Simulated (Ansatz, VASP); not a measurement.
**Ta2CF2: VASP beside Ansatz**

Wanted: the spread between two codes on one cell, functional and k mesh. The cell is taken from a series of runs on this material, whose earlier steps may have relaxed, scaled, displaced or heated it; both programs get it as it stands.

Main program and level: Ansatz 0.2.0; plane waves, with VASP 6.6.1 beside it; single point at PBE.

## 1. The starting structure

The cell holds 5 atoms: 1 C, 2 Ta and 2 F. Cell: a = 3.100 Å, b = 3.100 Å, c = 20.000 Å, α = 90.0°, β = 90.0°, γ = 120.0°. Vacuum lies along c.

Structure file:

```xyz
5
Lattice="3.1000 0.0000 0.0000 -1.5500 2.6847 0.0000 0.0000 0.0000 20.0000" Properties=species:S:1:pos:R:3
C     0.0000    0.0000   10.0000
Ta    0.0000    1.7898   11.2000
Ta    1.5500    0.8949    8.8000
F     1.5500    0.8949   12.3500
F     0.0000    1.7898    7.6500
```

## 2. VASP: single point, PBE, pair 1

With cell and atoms fixed, the geometry can't cause a difference; cores, projectors, grids and the points listed under the comparison can.

Lines of VASP's logs that name or quote its potential files are left out, and so is its time.

INCAR reads:

```
SYSTEM = Ta2CF2
PREC = Accurate
ENCUT = 520
EDIFF = 1E-06
NELM = 120
ISMEAR = 0
SIGMA = 0.1
LREAL = .FALSE.
ALGO = Normal
GGA = PE
NBANDS = 26
LASPH = .TRUE.
LORBIT = 11
LWAVE = .FALSE.
LCHARG = .FALSE.
ISIF = 2
LDIPOL = .TRUE.
IDIPOL = 3
DIPOL = 0.5 0.5 0.5
LVHAR = .TRUE.
GGA_COMPAT = .FALSE.
NELMDL = -8
KPAR = 2
```

POSCAR reads:

```
Ta2CF2
1.0
    3.1000000000      0.0000000000      0.0000000000
   -1.5500000000      2.6846800000      0.0000000000
    0.0000000000      0.0000000000     20.0000000000
C Ta F
1 2 2
Direct
    0.0000000000      0.0000000000      0.5000000000
    0.3333333333      0.6666666667      0.5600000000
    0.6666666667      0.3333333333      0.4400000000
    0.6666666667      0.3333333333      0.6175000000
    0.3333333333      0.6666666667      0.3825000000
```

KPOINTS reads:

```
Automatic mesh
0
Gamma
6 6 1
0 0 0
```

PAW data sets: C, Ta_pv and F (PBE family, release 64).

Run with:

```
> mpirun -np 2 vasp_std
```

Numbers of over 12 decimals in the logs are rounded to 6 here.

What it wrote:

```text
[banner, memory and clock lines left out]
running    2 mpi-ranks, on    1 nodes
 distrk:  each k-point on    1 cores,    2 groups
 distr:  one band on    1 cores,    1 groups

 POSCAR found type information on POSCAR C TaF
 POSCAR found :  3 types and       5 ions
 LDA part: xc-table for (Slater+PW92), standard interpolation
 POSCAR, INCAR and KPOINTS ok, starting setup
 FFT: planning ... GRIDC
 FFT: planning ... GRID_SOFT
 FFT: planning ... GRID
 WAVECAR not read
 entering main loop
       N       E                     dE             d eps       ncg     rms          rms(c)
DAV:   1     0.374542948428E+03    0.37454E+03   -0.21968E+04   420   0.135E+03
DAV:   2    -0.194688194180E+02   -0.39401E+03   -0.38788E+03   440   0.372E+02
DAV:   3    -0.494678030135E+02   -0.29999E+02   -0.29380E+02   464   0.986E+01
DAV:   4    -0.501734689472E+02   -0.70567E+00   -0.70108E+00   472   0.149E+01
DAV:   5    -0.501888798991E+02   -0.15411E-01   -0.15346E-01   480   0.203E+00
DAV:   6    -0.501891805572E+02   -0.30066E-03   -0.30056E-03   480   0.323E-01
DAV:   7    -0.501891922110E+02   -0.11654E-04   -0.11652E-04   480   0.596E-02
DAV:   8    -0.501891927312E+02   -0.52017E-06   -0.51998E-06   400   0.125E-02    0.354E+01
DAV:   9    -0.430087123544E+02    0.71805E+01   -0.38167E+01   452   0.336E+01    0.147E+01
DAV:  10    -0.428482731199E+02    0.16044E+00   -0.14635E+00   470   0.751E+00    0.572E+00
DAV:  11    -0.427822958846E+02    0.65977E-01   -0.24890E-01   482   0.261E+00    0.580E-01
DAV:  12    -0.427743867657E+02    0.79091E-02   -0.38434E-02   470   0.898E-01    0.267E-01
DAV:  13    -0.427709273448E+02    0.34594E-02   -0.47234E-03   486   0.399E-01    0.998E-02
DAV:  14    -0.427699148756E+02    0.10125E-02   -0.16901E-03   486   0.204E-01    0.576E-02
[...]
DAV:  19    -0.427715932494E+02   -0.53761E-04   -0.12320E-05   388   0.142E-02    0.355E-03
DAV:  20    -0.427716067636E+02   -0.13514E-04   -0.20781E-05   362   0.104E-02    0.192E-03
DAV:  21    -0.427716123185E+02   -0.55549E-05   -0.37086E-06   314   0.376E-03    0.945E-04
DAV:  22    -0.427716218231E+02   -0.95046E-05   -0.24731E-06   312   0.349E-03    0.990E-04
DAV:  23    -0.427716351688E+02   -0.13346E-04   -0.16247E-06   284   0.309E-03    0.782E-04
DAV:  24    -0.427716391603E+02   -0.39914E-05   -0.32012E-07   302   0.192E-03    0.343E-04
DAV:  25    -0.427716401713E+02   -0.10110E-05   -0.12362E-07   292   0.907E-04    0.149E-04
DAV:  26    -0.427716405834E+02   -0.41209E-06   -0.47005E-08   264   0.432E-04
   1 F= -.42771641E+02 E0= -.42768400E+02  d E =-.648180E-02
```

OUTCAR, selected parts (step 2):

```text
ion  position               nearest neighbor table
   1  0.000  0.000  0.500-   2 2.15   3 2.15   3 2.15   2 2.15   3 2.15   2 2.15
   2  0.333  0.667  0.560-   4 2.13   4 2.13   4 2.13   1 2.15   1 2.15   1 2.15   3 2.99   3 2.99
                             3 2.99
   3  0.667  0.333  0.440-   5 2.13   5 2.13   5 2.13   1 2.15   1 2.15   1 2.15   2 2.99   2 2.99
                             2 2.99
   4  0.667  0.333  0.617-   2 2.13   2 2.13   2 2.13
   5  0.333  0.667  0.383-   3 2.13   3 2.13   3 2.13

  LATTYP: Found a hexagonal cell.
 ALAT       =     3.1000000000
 C/A-ratio  =     6.4516129032

 Subroutine GETGRP returns: Found 12 space group operations
 (whereof 12 operations were pure point group operations)

The static configuration has the point symmetry D_3d.

 Found      7 irreducible k-points:

   k-points           NKPTS =      7   k-points in BZ     NKDIM =      7   number of bands    NBANDS=     26

   dimension x,y,z NGX =    24 NGY =   24 NGZ =  150
   dimension x,y,z NGXF=    48 NGYF=   48 NGZF=  300

   ENCUT  =  520.0 eV  38.22 Ry    6.18 a.u.   5.76  5.76 37.19*2*pi/ulx,y,z

   NELECT =      40.0000    total number of electrons

 k-points in reciprocal lattice and weights: Automatic mesh
   0.00000000  0.00000000  0.00000000       0.028
   0.16666667  0.00000000  0.00000000       0.167
   0.33333333  0.00000000  0.00000000       0.167
   0.50000000  0.00000000  0.00000000       0.083
   0.16666667  0.16666667  0.00000000       0.167
   0.33333333  0.16666667  0.00000000       0.333
   0.33333333  0.33333333  0.00000000       0.056

 dipolmoment           0.000000      0.000000      0.000000 electrons x Angstroem

 average (electrostatic) potential at core
       1 -54.3118       2 -42.9070       3 -42.9070       4 -82.8711       5 -82.8711

 E-fermi :   1.5370

 k-point     1 :       0.0000    0.0000    0.0000
  band No.  band energies     occupation
    ...
     18      -3.1009      2.00000
     19      -0.0869      2.00000
     20      -0.0869      2.00000
     21       0.0975      2.00000
     22       1.3823      1.97130
     23       1.7413      0.00386
     24       2.5594      0.00000
     25       2.5594      0.00000
     26       2.9396      0.00000

 k-point     2 :       0.1667    0.0000    0.0000
  band No.  band energies     occupation
    ...
     17      -4.1702      2.00000
     18      -3.3102      2.00000
     19      -0.9718      2.00000
     20       0.6514      2.00000
     21       0.6695      2.00000
     22       1.6914      0.02901
     23       1.8209      0.00006
     24       2.8051      0.00000
     25       2.9369      0.00000
     26       3.1607      0.00000

 k-point     3 :       0.3333    0.0000    0.0000
  band No.  band energies     occupation
    ...
     15      -8.2315      2.00000
     16      -5.0584      2.00000
     17      -4.2470      2.00000
     18      -3.4021      2.00000
     19      -2.1676      2.00000
     20       1.7756      0.00074
     21       2.0619      0.00000
     22       2.3852      0.00000
     23       3.1546      0.00000
     24       3.4474      0.00000
    ...

  Total       10.4313551     10.4313648      2.7171535      0.0000000      0.0000000      0.0000000
  in kB      100.4077174    100.4078107     26.1541455      0.0000000      0.0000000      0.0000000
  external PRESSURE =      75.6565579 kB  Pullay stress =       0.0000000 kB

  energy-cutoff  :      520.00
  volume of cell :      166.45
      direct lattice vectors                 reciprocal lattice vectors
     3.100000000  0.000000000  0.000000000     0.322580645  0.186241936  0.000000000
    -1.550000000  2.684680000  0.000000000     0.000000000  0.372483871  0.000000000
     0.000000000  0.000000000 20.000000000     0.000000000  0.000000000  0.050000000

 POSITION                                       TOTAL-FORCE (eV/Angst)
 -----------------------------------------------------------------------------------
      0.00000      0.00000     10.00000        -0.000000      0.000000      0.000000
     -0.00000      1.78979     11.20000         0.000000      0.000000     -6.255814
      1.55000      0.89489      8.80000        -0.000000      0.000000      6.255814
      1.55000      0.89489     12.35000        -0.000000     -0.000000      3.797471
     -0.00000      1.78979      7.65000         0.000000      0.000000     -3.797471
 -----------------------------------------------------------------------------------
    total drift:                                0.000000     -0.000000      0.000000

  FREE ENERGIE OF THE ION-ELECTRON SYSTEM (eV)
  ---------------------------------------------------
  free  energy   TOTEN  =       -42.7716405834 eV

  energy  without entropy=      -42.7651587847  energy(sigma->0) =      -42.76839968

 vacuum level on the upper side and lower side of the slab         3.398         3.398

 total charge
# of ion       s       p       d       tot
------------------------------------------
    1        0.864   1.636   0.000   2.500
    2        0.280   6.211   2.552   9.044
    3        0.280   6.211   2.552   9.044
    4        1.742   4.404   0.000   6.145
    5        1.742   4.404   0.000   6.145
--------------------------------------------------
tot          4.909  22.866   5.104  32.878

[... 3 further parts left out ...]
```

The run ends at a pressure of 7.57 GPa, with forces up to 6.3 eV/Å.

## 3. Ansatz: single point, PBE, pair 1

Ansatz runs on its PAW soft_1 files.

The same cell, functional, mesh and smearing now go to Ansatz, which takes its cutoff from its data sets.

input.yaml reads:

```yaml
crystal:
  lattice:
    - [3.1, 0.0, 0.0]
    - [-1.55, 2.68468, 0.0]
    - [0.0, 0.0, 20.0]
  atoms:
    - { symbol: C, position: [0.0, 0.0, 0.5] }
    - { symbol: Ta, position: [0.333333, 0.666667, 0.56] }
    - { symbol: Ta, position: [0.666667, 0.333333, 0.44] }
    - { symbol: F, position: [0.666667, 0.333333, 0.6175] }
    - { symbol: F, position: [0.333333, 0.666667, 0.3825] }
  periodic: [true, true, false]
kpoints:
  mp_grid: { grid: [6, 6, 1] }
hamiltonian:
  xc: pbe
  pseudopotentials: { kind: paw, azcp: { folder: soft_1 } }
scf:
  occupations: { method: gaussian, width: 0.1 }
output:
  forces: true
  stress: true
  eigenvalues: true
```

Run with:

```
> ansatz run input.yaml --threads 4 --pin off --max-ram 16384MiB --backend cpu --events-out ev --progress --plain --runs-dir out
```

What it wrote:

```text
Warning: crystal.periodic: the lattice vector that does not repeat stood 0.000° off the slab's normal, 20.000 Å along it as the deck builds it. The run solves the slab on a vector along the normal, 33.200 Å long, with every atom where it was (on the deck's vector they left 15.30 Å outside them, and the widest stretch free of ions among them is 1.20 Å). A fractional position that the run reports is one of the run's ce [...]
Warning: the atoms were moved onto the symmetric positions of the space group found under crystal.symmetry.tolerance 1.0e-5 (fractional; no operation is sought that the atoms, as they stand in a round, miss by more than twice it, and no atom is moved by as much as it), and the run uses the moved positions. Before a round's move an operation carried an atom to 3.10e-6 Å from where it should land, the largest such dist [...]
crystal.periodic: the lattice vector that does not repeat stood 0.000° off the slab's normal, 20.000 Å along it as the deck builds it. The run solves the slab on a vector along the normal, 33.200 Å long, with every atom where it was (on the deck's vector they left 15.30 Å outside them, and the widest stretch free of ions among them is 1.20 Å). A fractional position that the run reports is one of the run's cell, which [...]
Engine: ansatz 0.2.0, aarch64-unknown-linux-gnu
Pseudopotentials: kind: paw
Pseudopotential: C, paw, valence charge 4, recommended cutoff 420 eV (normal), soft_1/C.paw.azcp
Pseudopotential: Ta, paw, valence charge 13, recommended cutoff 420 eV (normal), soft_1/Ta.paw.azcp
Pseudopotential: F, paw, valence charge 7, recommended cutoff 420 eV (normal), soft_1/F.paw.azcp
Functional definition: PBE
  parameter kappa = 0.804
  parameter beta = 0.066725
  exchange = pbe_x(kappa = kappa, mu = beta*pi^2/3)
  correlation = pbe_c(beta = beta)
Crystal: 5 atoms, lattice volume = 276.307 Å³
Basis set: ecut = 420 eV, 5403 PW (Γ), exchange–correlation on 48×48×450 points (8 copies of the dense FFT grid, shifted against one another)
Bands: 27, of which v1, the nominal top of the filled ones, is band 22 counted from 1 (21 counted from 0)
Symmetry: 12 space group operations
Space group: P-3m1 (ITA 164), of the structure as read, at distance tolerance 6.5e-5 Å
k-points: 7 of 36
Non-local potential: C, projectors of the file, l = 0: 2, l = 1: 2, l = 2: 1
Non-local potential: Ta, projectors of the file, l = 0: 3, l = 1: 2, l = 2: 2, l = 3: 1
Non-local potential: F, projectors of the file, l = 0: 2, l = 1: 2, l = 2: 1
PAW form: soft (Blöchl's): semilocal exchange-correlation on the pseudo side does not see the compensation charge
PAW one-centre angular grid: C, 110 points (default); XC on 64 Gauss nodes
PAW one-centre angular grid: Ta, 590 points (default); XC on 64 Gauss nodes
PAW one-centre angular grid: F, 110 points (default); XC on 64 Gauss nodes
Initial density: superposition of atomic densities (neutral atoms: chi_scale 0, normalization atom)
Initial wavefunctions: pseudopotential atomic-orbital guess
Functional: x = pbe(κ = 0.804, μ = 0.219515), c = pbe(β = 0.066725)
SCF iter   1: F=—  HF=-21740.299153 eV  |F-HF|=—  |Δ(HF+E_count)|=         —  Δρ=6.00e-2  dr2=2.08e1  ethr=3.10e-3  ⟨swp⟩=13.1  Hψ=1466  notcnv=0
preconditioner: auto → Resta (q_TF=auto, 2.009 Å⁻¹)  ε∞=2.1  [insulator: Δε(μ)=0.683 eV  Ē_g=10.414 eV  σ=0.100 eV  W_gap=1.00  n_scr=20 (ndim 8)  ℏωp=10.9 eV  f_vac=0.767  D(μ)=0.00/eV (n_scr^D=0)  ε∞_Penn≈2.1  vacuum switching on, ρ_ref=7.9e-3 e/Å³]
SCF iter   2: F=—  HF=-21735.422789 eV  |F-HF|=—  |Δ(HF+E_count)|=    4.88e0  Δρ=2.63e-2  dr2=2.10e0  ethr=3.10e-3  ⟨swp⟩=5.7  Hψ=628  notcnv=0  defer=5
preconditioner: auto → LDOS  [insulator: Δε(μ)=0.234 eV  Ē_g=9.299 eV  σ=0.100 eV  W_gap=0.59  n_scr=20 (ndim 8)  ℏωp=10.9 eV  f_vac=0.770  D(μ)=2.88/eV (n_scr^D=14)  ε∞_Penn≈2.4  β→1.0]
SCF iter   3: F=—  HF=-21734.968965 eV  |F-HF|=—  |Δ(HF+E_count)|=   4.54e-1  Δρ=6.07e-3  dr2=2.25e-1  ethr=3.10e-3  ⟨swp⟩=3.4  Hψ=417  notcnv=0  defer=2
SCF iter   4: F=—  HF=-21734.952895 eV  |F-HF|=—  |Δ(HF+E_count)|=   1.61e-2  Δρ=3.80e-3  dr2=2.54e-2  ethr=5.12e-4  ⟨swp⟩=5.3  Hψ=522  notcnv=0  defer=3
SCF iter   5: F=—  HF=-21734.947939 eV  |F-HF|=—  |Δ(HF+E_count)|=   4.96e-3  Δρ=9.70e-4  dr2=1.70e-3  ethr=5.78e-5  ⟨swp⟩=3.0  Hψ=375  notcnv=0  defer=3
SCF iter   6: F=—  HF=-21734.948057 eV  |F-HF|=—  |Δ(HF+E_count)|=   1.18e-4  Δρ=1.88e-4  dr2=5.21e-4  ethr=3.87e-6  ⟨swp⟩=4.3  Hψ=523  notcnv=0  defer=3
SCF iter   7: F=—  HF=-21734.947998 eV  |F-HF|=—  |Δ(HF+E_count)|=   5.94e-5  Δρ=9.97e-5  dr2=1.13e-4  ethr=1.18e-6  ⟨swp⟩=2.7  Hψ=285  notcnv=0  defer=3
SCF iter   8: F=—  HF=-21734.947981 eV  |F-HF|=—  |Δ(HF+E_count)|=   1.71e-5  Δρ=1.58e-5  dr2=2.23e-6  ethr=2.56e-7  ⟨swp⟩=3.7  Hψ=388  notcnv=0  defer=3
SCF iter   9: F=—  HF=-21734.947987 eV  |F-HF|=—  |Δ(HF+E_count)|=   5.89e-6  Δρ=4.76e-6  dr2=5.12e-8  ethr=2.27e-10  ⟨swp⟩=16.4  Hψ=1942  notcnv=0
SCF iter  10: F=-21734.947987 eV  HF=-21734.947987 eV  |F-HF|=4.62e-9  |Δ(HF+E_count)|=   4.15e-8  Δρ=7.99e-7  dr2=2.42e-9  ethr=1.16e-10  ⟨swp⟩=4.7  Hψ=942  notcnv=0
SCF 1 converged in 10 iterations: F = -21734.947987 eV  dr2 = 2.42e-9
  greatest PAW one-centre occupation: 0.999 electrons in one spin orbital (limit 2), on the Ta atom at site 2 (counted from 0), in its partial waves of l = 0
SCF converged after 10 iterations
Free energy (F): -21734.947987 eV
Harris-Foulkes:  -21734.947987 eV  (|F-HF|=4.62e-9)
Internal energy: -21734.940949 eV  (E = F + TS)
E sigma→0 (E₀):  -21734.944468 eV
Entropy (-TS):   -0.007038 eV (-1.408 meV/atom)
Fermi energy:    -1.834755 eV
--- Per-component energies (eV) ---
  E_band       = -1096.238925
  E_kinetic    = 1283.531804
  E_local      = -136351.350380  (includes V_loc(G=0)·N_el)
  E_nonlocal   = 177.583817
  E_hartree    = 67441.358729
  E_xc         = -847.262704
  E_vxc        = -727.891320  (∫ρ·V_xc dr)
  E_paw        = -17120.709240  (= ΣΔE_a)
  E_vpaw       = -360.837078  (= ΣTr[D̂ρ^β])
  E_aug_tail   = 0.001495  (compensation charges beyond the density's cutoff)
  E_ewald      = 63681.905532
  E_smearing   = -0.007038  (= −TS)
  E_closure    = -0.000000  (closes the sum)
  Σ components = -21734.947987   (vs F -21734.947987, Δ=0.00e0)
--- Forces (eV/Å), atoms counted from 1 ---
  atom   1  C      0.00000000     0.00000000     0.00000000
  atom   2  Ta     0.00000000     0.00000000    -6.23266531
  atom   3  Ta    -0.00000000    -0.00000000     6.23266531
  atom   4  F     -0.00000000     0.00000000     3.72799990
  atom   5  F     -0.00000000     0.00000000    -3.72799990
  max |Σ_I F_I| component: 1.85e-17 eV/Å
--- 2D stress c σ (N/m, compression-positive) ---
       19.488435      -0.000000       0.000000
        0.000000      19.488435       0.000000
        0.000000       0.000000       0.000000
  P = ½ c Tr σ = 19.4884 N/m
--- Band table (eV; the first three rows and the last of 7) ---
  k-point 0: bands = [... 18 lower, -6.4759, -6.4759, -3.4464, -3.4464, -3.2701, -2.0116, -1.6596, -0.8099, ... 1 higher]
  k-point 1: bands = [... 18 lower, -7.5376, -6.6819, -4.3364, -2.7187, -2.6927, -1.6930, -1.5639, -0.5657, ... 1 higher]
  k-point 2: bands = [... 18 lower, -7.6197, -6.7723, -5.5326, -1.6052, -1.3066, -0.9786, -0.2084, 0.0553, ... 1 higher]
  k-point 6: bands = [... 18 lower, -8.4203, -7.4683, -3.0695, -1.8762, -1.8762, -0.5766, -0.1019, -0.1019, ... 1 higher]
```

The column dr2 measures how far the density is from self-consistency, as an energy; F and HF (Harris–Foulkes) agree once it is small.

## 4. Comparison

Known differences besides the potentials themselves: Ansatz cuts the interaction across the vacuum, VASP repeats the sheet with a dipole correction; the data sets hold 44 valence electrons in Ansatz (on its PAW soft_1 files) and 40 in VASP; the cutoff is 420 eV in Ansatz and 520 eV in VASP. Total energies have different zeros and are not compared.

Forces (eV/Å; atoms numbered as in POSCAR):

```tsv
atom	Ansatz x, y, z	VASP x, y, z
C1	0.000, 0.000, 0.000	0.000, 0.000, 0.000
Ta2	0.000, 0.000, -6.233	0.000, 0.000, -6.256
Ta3	0.000, 0.000, 6.233	0.000, 0.000, 6.256
F4	0.000, 0.000, 3.728	0.000, 0.000, 3.797
F5	0.000, 0.000, -3.728	0.000, 0.000, -3.797
```

The forces differ by 27 meV/Å r.m.s., which is 1.0 % of the r.m.s. force of 2.672 eV/Å (both taken over all components). With vacuum in the cell, a pressure given here is an average over mostly empty space and none of the material.

[end of part 1 of 2]

[Lines on the potential files, build, host, timing and source positions are cut from VASP's logs without a mark.]

[Logs are printed without paths, hosts, clocks, repeated set-up lines and the standing remarks that a program may print on its own settings, such as how far it seeks lower states.]

[Hosts, paths, dates, database ids (printed as entryN), source tags and the programs' standing remarks are cut or masked in the printed files.]
